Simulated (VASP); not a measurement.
Data:

```
CELL_PARAMETERS angstrom
      4.49176     0.00000     0.00000
      0.00000     4.49176     0.00000
      0.00000     0.00000     4.49176
ATOMIC_POSITIONS crystal
  Zr 0.00000 0.00000 0.00000
  C  0.50000 0.50000 0.50000
  C  0.00000 0.00000 0.50000
  C  0.00000 0.50000 0.00000
  C  0.50000 0.00000 0.00000
  Ta 0.50000 0.50000 0.00000
  Ta 0.50000 0.00000 0.50000
  Ta 0.00000 0.50000 0.50000
```

Method: PBEsol GGA, VASP's PBE PAW potentials (set 64) (plane waves; VASP). Numerical set-up: 520 eV cut-off, 8×8×8 Γ-centred mesh, tetrahedra with Blöchl corrections, potentials Zr_sv C Ta_pv.

The cores are frozen, which limits the accuracy of field gradients.

### Question
Give the principal components of the electric field gradient (V/Å²) and the asymmetry η at each nucleus.

### Answer

```tsv
atom	Vxx	Vyy	Vzz	η
Zr1	0.0	0.0	0.0	-
C2	0.0	0.0	0.0	-
C3	0.4	0.4	-0.7	0.00
C4	0.4	0.4	-0.7	0.00
C5	0.4	0.4	-0.7	0.00
Ta6	-24.2	-24.2	48.4	0.00
Ta7	-24.2	-24.2	48.4	0.00
Ta8	-24.2	-24.2	48.4	0.00
```

The structure was generated: Ta3ZrC4 was put into an ordered model structure (Pm-3m), which need not be its known phase. It was relaxed first.
